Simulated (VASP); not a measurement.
Here is the system:

```yaml
crystal:
  lattice:
    - [0.00000, 2.72816, 2.72816]
    - [2.72816, 0.00000, 2.72816]
    - [2.72816, 2.72816, 0.00000]
  atoms:
    - { symbol: Ca, position: [0.00000, 0.00000, 0.00000] }
```

Method: PBEsol GGA, VASP's PBE PAW potentials (set 64) (plane waves; VASP 6.6.1). Numerical set-up: 480 eV cut-off, 10×10×10 Γ-centred mesh, first-order Methfessel-Paxton smearing of 0.10 eV, potentials Ca_sv.

Question: Estimate the energy per atom (σ→0), band gap (on the k-mesh) with the smallest direct gap where there is one.

Answer: 
```yaml
band gap (on the k-mesh): none (metal, semimetal or under 0.01 eV)
energy per atom (σ→0): -2.134 eV/atom
```

The absolute energy has meaning only against runs of the same code, potentials and settings.

The compound is Ca in the fcc structure. It was relaxed first, which changed the volume by -7 %. The start is the result of an earlier pass.
